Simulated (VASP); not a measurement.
A snapshot from molecular dynamics of Li2O, step 191; the first frame, the perfect lattice, has an electronic free energy F (no ionic kinetic energy) of -4.777 eV/atom.

Here is the system:

```
Li2O
1.0
    9.24000     0.00000     0.00000
    0.00000     9.24000     0.00000
    0.00000     0.00000     9.24000
Li O
64 32
Cartesian
  5.76896   1.31911   1.04041
  8.01060   3.49537   3.31929
  8.03457   3.54881   0.98732
  1.11494   5.69168   3.50493
  8.01338   1.07303   3.44226
  1.20297   3.17501   5.88399
  1.21492   1.15838   1.09418
  3.33369   3.44047   3.48771
  3.28044   3.50581   1.12189
  5.61573   5.80734   3.62935
  5.66368   5.85647   1.22703
  8.29683   8.08053   3.50939
  8.05667   8.08276   1.27709
  0.97310   0.92191   3.40431
  3.21679   1.16870   3.38009
  5.87073   3.38499   5.74323
  5.62709   3.42311   3.51089
  8.02393   5.50319   5.77927
  7.91149   5.65822   3.63187
  1.25877   7.89583   5.88791
  5.84981   1.06945   5.76022
  8.04408   3.68617   8.02102
  8.18499   3.20836   5.63026
  1.04674   5.70586   8.03812
  8.12385   1.27575   8.12439
  1.10565   3.55515   1.24523
  0.95290   6.00595   1.06836
  3.71210   8.22792   3.50557
  3.49905   8.29950   1.29376
  5.72242   1.23975   3.39234
  0.98875   3.21568   3.59180
  3.41946   5.73079   5.67440
  3.32869   5.86133   3.34096
  5.83602   8.03849   5.81450
  6.04886   8.17567   3.56971
  8.12579   0.92960   5.69726
  1.32777   0.93161   5.73300
  3.57573   3.27795   8.04104
  3.41668   3.41950   5.71523
  5.58470   5.78709   8.15097
  5.54780   5.46005   6.00413
  8.23702   8.32376   8.05060
  8.12207   7.86278   5.83373
  1.41963   1.09977   8.08169
  3.67691   1.02837   8.07431
  5.74687   3.60405   1.09247
  5.89165   3.50041   7.98508
  7.96213   5.91195   1.28582
  8.11719   6.02205   8.12086
  1.13107   8.17381   1.15646
  1.27135   7.89035   3.43181
  3.49744   0.97744   5.77885
  1.15182   5.63232   5.83558
  3.60226   8.06371   8.14141
  3.62159   7.94148   5.87209
  5.89935   1.16590   8.07402
  1.08769   3.46144   8.04654
  3.41223   5.74742   1.07093
  3.36954   5.60515   8.14084
  5.69623   8.25524   1.21113
  5.97711   8.15105   8.09020
  8.12229   1.17806   1.17821
  1.11252   8.22222   8.25190
  3.44105   1.34813   1.19944
  4.68970   0.06599   9.22857
  6.96079   2.41323   9.08540
  6.90255   0.19736   2.25302
  0.11888   0.06034   9.23588
  2.36992   2.38313   0.06184
  4.53310   4.71640   9.21561
  6.94489   7.18447   0.06661
  2.29322   9.23875   2.25845
  4.47584   2.41749   2.19457
  6.72694   4.69736   2.26431
  4.74585   9.14660   4.60450
  6.87078   2.33786   4.48087
  7.03371   0.09239   7.04645
  9.20801   4.81927   9.16376
  2.22396   7.05455   9.22191
  9.13519   2.23651   2.34400
  2.22496   4.58086   2.35560
  4.60795   7.15891   2.39496
  0.04741   9.16337   4.65190
  2.32260   2.18761   4.64123
  4.52516   4.48973   4.60666
  6.90382   6.83889   4.74544
  2.52147   9.14462   6.91313
  4.78783   2.25568   6.79112
  6.88793   4.64229   6.93104
  9.08355   6.93497   2.32630
  9.22734   4.56167   4.60001
  2.31486   6.78223   4.62443
  0.19997   2.25470   6.91018
  2.34889   4.58330   6.96238
  4.64669   6.81135   6.92137
  0.03590   6.92299   6.95620
```

Calculation: PBE GGA, VASP's PBE PAW potentials (set 64) (plane waves; VASP). Numerical set-up: PREC = Normal, LREAL = Auto, ISYM = 0, EDIFF = 1E-5, 400 eV cut-off, 1×1×1 Γ-centred mesh, Fermi-Dirac smearing of 0.026 eV, potentials Li O.

### Question
Give F per atom of this frame and the forces (eV/Å).

### Answer
-4.725 eV/atom.
| atom | Fx | Fy | Fz |
|---|---|---|---|
| Li1 | -0.02 | -0.12 | 0.30 |
| Li2 | -0.34 | -0.36 | 0.04 |
| Li3 | -0.03 | 0.01 | 0.26 |
| Li4 | -0.27 | -0.53 | -0.12 |
| Li5 | -0.22 | 0.78 | -0.03 |
| Li6 | 0.73 | 1.06 | -0.74 |
| Li7 | -0.19 | 0.40 | 0.15 |
| Li8 | 0.15 | 0.26 | -0.31 |
| Li9 | 0.82 | 0.45 | 0.35 |
| Li10 | 0.07 | 0.15 | -0.18 |
| Li11 | 0.08 | 0.52 | 0.08 |
| Li12 | -0.49 | -0.39 | 0.27 |
| Li13 | -0.40 | 0.59 | -0.61 |
| Li14 | 0.39 | 0.42 | -0.10 |
| Li15 | 0.72 | 0.25 | 0.25 |
| Li16 | -0.29 | -0.24 | -0.24 |
| Li17 | -0.03 | 0.38 | -0.62 |
| Li18 | -0.08 | 0.70 | 0.22 |
| Li19 | 0.15 | 0.54 | -0.51 |
| Li20 | 0.11 | 0.10 | -0.19 |
| Li21 | -0.21 | 0.32 | -0.18 |
| Li22 | 0.29 | -0.21 | -0.11 |
| Li23 | 0.01 | 0.26 | 0.11 |
| Li24 | 0.81 | 0.79 | -0.05 |
| Li25 | 0.65 | 0.22 | -0.34 |
| Li26 | -0.11 | 0.01 | -0.12 |
| Li27 | 0.50 | -0.52 | 0.05 |
| Li28 | -0.63 | -0.50 | 0.07 |
| Li29 | -0.08 | -0.74 | -0.72 |
| Li30 | -0.31 | -0.23 | -0.09 |
| Li31 | 0.40 | 0.52 | -0.16 |
| Li32 | -0.02 | -0.31 | 0.33 |
| Li33 | 0.28 | -0.19 | 0.16 |
| Li34 | -0.08 | -0.60 | 0.00 |
| Li35 | -0.64 | -0.26 | -0.37 |
| Li36 | 0.24 | 0.34 | 0.59 |
| Li37 | -0.46 | 0.23 | 0.09 |
| Li38 | -0.27 | 0.55 | 0.03 |
| Li39 | 0.45 | -0.18 | 0.21 |
| Li40 | 0.81 | 0.43 | 0.03 |
| Li41 | 0.40 | 0.93 | -0.67 |
| Li42 | -0.33 | -0.52 | 0.45 |
| Li43 | 0.05 | 0.01 | -0.15 |
| Li44 | -0.47 | 0.59 | -0.15 |
| Li45 | -0.16 | 0.30 | -0.23 |
| Li46 | -0.59 | -0.15 | 0.13 |
| Li47 | -0.55 | -0.24 | 0.10 |
| Li48 | -0.38 | -0.34 | -0.43 |
| Li49 | -0.65 | -0.04 | 0.16 |
| Li50 | 0.26 | -0.08 | 0.06 |
| Li51 | 0.24 | 0.22 | 0.26 |
| Li52 | 0.76 | 0.59 | -0.45 |
| Li53 | -0.03 | -0.06 | -0.33 |
| Li54 | -0.39 | -0.56 | 0.12 |
| Li55 | -0.34 | 0.10 | -0.41 |
| Li56 | -0.18 | 0.26 | -0.21 |
| Li57 | 0.63 | 0.01 | 0.52 |
| Li58 | -0.51 | 0.65 | 0.30 |
| Li59 | -0.32 | 0.75 | -0.65 |
| Li60 | 0.50 | -0.16 | -0.09 |
| Li61 | -0.43 | -0.16 | 0.32 |
| Li62 | -0.13 | 0.03 | -0.22 |
| Li63 | 1.04 | -1.23 | -0.91 |
| Li64 | 0.14 | -0.56 | -0.54 |
| O65 | -0.10 | 0.10 | 0.08 |
| O66 | 0.11 | 0.18 | 0.87 |
| O67 | 0.23 | -0.87 | 0.34 |
| O68 | -0.60 | 0.59 | 0.35 |
| O69 | -0.75 | -0.67 | -0.86 |
| O70 | 0.47 | -0.66 | 0.40 |
| O71 | 0.07 | -1.16 | -0.07 |
| O72 | -0.46 | 0.33 | 0.70 |
| O73 | 0.74 | -0.35 | 0.75 |
| O74 | 1.04 | -0.21 | 0.35 |
| O75 | 0.10 | 0.74 | 0.81 |
| O76 | 0.69 | -0.46 | 0.69 |
| O77 | -0.04 | -0.53 | -1.17 |
| O78 | -0.59 | -1.27 | 0.72 |
| O79 | 0.40 | -0.66 | 0.59 |
| O80 | 0.61 | 0.46 | -0.33 |
| O81 | -0.03 | 0.48 | -0.37 |
| O82 | 0.24 | -1.32 | -0.60 |
| O83 | -0.17 | -0.37 | -0.19 |
| O84 | -0.44 | -0.08 | -0.05 |
| O85 | 0.23 | 0.65 | 0.27 |
| O86 | 0.43 | 0.34 | -0.47 |
| O87 | -0.75 | 0.26 | 0.31 |
| O88 | -0.85 | -0.03 | 1.05 |
| O89 | 0.20 | -0.52 | 0.20 |
| O90 | 1.11 | 0.19 | 0.37 |
| O91 | -0.46 | -0.52 | 0.22 |
| O92 | -0.36 | 0.73 | 0.00 |
| O93 | -1.37 | -0.65 | 0.38 |
| O94 | -0.52 | -0.57 | -0.33 |
| O95 | -0.17 | 0.54 | 0.30 |
| O96 | -0.06 | 0.10 | -0.08 |

The cell is a supercell, built from Li2O (antifluorite). Its lattice is the typed one, not relaxed at this level.
